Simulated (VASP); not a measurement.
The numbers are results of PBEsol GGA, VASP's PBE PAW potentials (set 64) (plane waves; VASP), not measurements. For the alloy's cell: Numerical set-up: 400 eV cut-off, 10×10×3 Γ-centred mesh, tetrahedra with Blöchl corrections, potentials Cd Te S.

| end member | E (eV/atom) | V (Å³/atom) | gap (eV) |
|---|---|---|---|
| CdS (zinc blende) | -3.4060 | 24.72 | 1.01 |
| CdTe (zinc blende) | -2.7442 | 34.08 | 0.66 |

An ordered cell with a fraction 0.25 of the second end member relaxes to

```cif
data_Cd12S9Te3
_chemical_formula_sum 'Cd12 Te3 S9'
_space_group_name_H-M_alt 'R3m :H'
_space_group_IT_number 160
_space_group_name_Hall 'R 3 -2"'
_cell_length_a 4.22639
_cell_length_b 4.22639
_cell_length_c 41.62313
_cell_angle_alpha 90.000
_cell_angle_beta 90.000
_cell_angle_gamma 120.000
loop_
_atom_site_label
_atom_site_type_symbol
_atom_site_symmetry_multiplicity
_atom_site_Wyckoff_symbol
_atom_site_fract_x
_atom_site_fract_y
_atom_site_fract_z
_atom_site_occupancy
Cd1 Cd 3 a 0.00000 0.00000 0.00711 1
Cd2 Cd 3 a 0.00000 0.00000 0.24345 1
Cd3 Cd 3 a 0.00000 0.00000 0.49779 1
Cd4 Cd 3 a 0.00000 0.00000 0.75216 1
Te1 Te 3 a 0.00000 0.00000 0.31074 1
S1 S 3 a 0.00000 0.00000 0.55857 1
S2 S 3 a 0.00000 0.00000 0.81292 1
S3 S 3 a 0.00000 0.00000 0.06725 1
```
(The calculation used a cell of 8 atoms; values per cell refer to that cell.)

Unless said otherwise, spin-orbit coupling is left out, though it shifts the bands of the heavy elements here.

### Question
Estimate the mixing energy, the deviation from a linear volume and the gap.

### Answer
Its energy is -3.2052 eV/atom, so the mixing energy is 35 meV/atom. The volume of 26.83 Å³/atom lies -0.9 % from the linear mean. The cell is without a gap at this level.
